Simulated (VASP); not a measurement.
Given:

```yaml
crystal:
  lattice:
    - [0.00000, 2.71438, 2.71438]
    - [2.71438, 0.00000, 2.71438]
    - [2.71438, 2.71438, 0.00000]
  atoms:
    - { symbol: Ca, position: [0.00000, 0.00000, 0.00000] }
```

All values below come from MS2 meta-GGA, VASP's PBE PAW potentials (set 64) (plane waves; VASP 6.6.1). Run with 520 eV cut-off, 11×11×11 Γ-centred mesh, first-order Methfessel-Paxton smearing of 0.10 eV, potentials Ca_sv.

Q: Give the stress tensor in GPa (positive for a compressed cell).

A: 
```
1.19  0.00  0.00
0.00  1.19  0.00
0.00  0.00  1.19
```
The pressure is its mean diagonal, 1.19 GPa.

The compound is Ca in the fcc structure. This cell is one point of a volume scan, at 0.94 of the reference volume.
